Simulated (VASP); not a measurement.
Computed with optB86b-vdW, VASP's PBE PAW potentials (set 64) (plane waves; VASP).

VASP input:

**KPOINTS**
```
Automatic mesh
0
gamma
7 7 7
```

### INCAR
```
# general
SYSTEM    =  HfO2
PREC      =  Accurate
ENCUT     =  520
LREAL     =  F   # projection in real space or not
LASPH     =  T   # aspherical one-centre terms

# electronic loop
EDIFF     =  1E-6   # SCF stop (eV)
NELM      =  100   # most electronic steps
ALGO      =  Normal
LMAXMIX   =  6

# smearing
ISMEAR    =  0   # Gaussian
SIGMA     =  0.05

# functional
GGA       =  MK
LUSE_VDW  =  T
AGGAC     =  0.0
PARAM1    =  0.1234
PARAM2    =  1.0

# ions
IBRION    =  2   # conjugate gradients
NSW       =  60
ISIF      =  3
EDIFFG    =  -0.02   # ionic stop

# output
LWAVE     =  F
LCHARG    =  F
```

File POSCAR:
```
HfO2
1
    0.0000000000     2.5104630631     2.5104630631
    2.5104630631     0.0000000000     2.5104630631
    2.5104630631     2.5104630631     0.0000000000
Hf O
1 2
Direct
  0.0000000000   0.0000000000   0.0000000000
  0.2500000000   0.2500000000   0.2500000000
  0.7500000000   0.7500000000   0.7500000000
```

POTCAR, in this order: Hf_pv O (PBE.64 set). Program: vasp_std.

### Question
Estimate the energy per atom (σ→0), volume per atom.

### Answer

```yaml
energy per atom (σ→0): -8.378 eV/atom
volume_per_atom: 10.72 Å^3/atom
```

File OSZICAR:
```
...
DAV:   2    -0.251439877622E+02    0.60558E-01   -0.27674E-01   635   0.398E+00    0.123E+00
DAV:   3    -0.251351264121E+02    0.88614E-02   -0.12898E-02   699   0.102E+00    0.836E-01
DAV:   4    -0.251330488031E+02    0.20776E-02   -0.70760E-03   754   0.721E-01    0.612E-01
DAV:   5    -0.251330374216E+02    0.11381E-04   -0.17448E-04   670   0.111E-01    0.391E-01
DAV:   6    -0.251330353518E+02    0.20699E-05   -0.68709E-05   789   0.512E-02    0.496E-02
DAV:   7    -0.251330343275E+02    0.10243E-05   -0.77799E-06   663   0.191E-02    0.186E-02
DAV:   8    -0.251330341698E+02    0.15768E-06   -0.56132E-07   335   0.684E-03
   3 F= -.25133034E+02 E0= -.25133034E+02  d E =-.693944E-02
```

The compound is HfO2 in the fluorite structure, the high-temperature cubic form, which is unstable at 0 K; the monoclinic form is the stable one. This run relaxes it. Symmetry was kept, so distortions that lower it aren't found.
